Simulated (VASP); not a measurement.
An input for Ansatz (written as the equivalent of a VASP run, and not itself run):

Ansatz 0.2 input:
```yaml
crystal:
  lattice:
    - [0.0000000, 2.5823511, 2.5823511]
    - [2.5823511, 0.0000000, 2.5823511]
    - [2.5823511, 2.5823511, 0.0000000]
  atoms:
    - { symbol: Mg, position: [0.0000000, 0.0000000, 0.0000000] }
    - { symbol: S, position: [0.5000000, 0.5000000, 0.5000000] }
kpoints:
  mp_grid: { grid: [10, 10, 10] }
hamiltonian:
  xc: pbe
  dispersion: d4
  pseudopotentials: { kind: paw }
scf:
  occupations: { method: tetrahedron }
  max_iter: 100
output: { forces: true, stress: true, eigenvalues: true }
```

Problem. Translate this input to VASP (INCAR, KPOINTS, POSCAR, choice of POTCAR).

Solution. One answer among several that fit: 
### KPOINTS
```
Automatic mesh
0
Gamma
10 10 10
0 0 0
```

**POSCAR**
```
MgS
3.6519960
  0.0000000000   0.7071067695   0.7071067695
  0.7071067695   0.0000000000   0.7071067695
  0.7071067695   0.7071067695   0.0000000000
Mg S
1 1
Cartesian
  0.0000000000   0.0000000000   0.0000000000
  0.7071067695   0.7071067695   0.7071067695
```

### INCAR
```
ALGO=Normal
EDIFF=1E-7
ENCUT=520
GGA=PE
ISIF=2
ISMEAR=-5
IVDW=13
LASPH=.TRUE.
LCHARG=.TRUE.
LORBIT=11
LREAL=.FALSE.
LWAVE=.FALSE.
NEDOS=601
NELM=100
PREC=Accurate
SYSTEM=MgS
```

POTCAR, in this order: Mg S (PBE.64 set). Program: vasp_std.

Limits of the translation: each code has its own PAW files, so the cut-off isn't converted (ENCUT is set for VASP's; basis.ecutwfc is left out, and Ansatz then takes the one that its files recommend); Ansatz stops its SCF on the density residual and VASP on the energy change (EDIFF).

The compound is MgS in the rock salt structure. It was relaxed first.
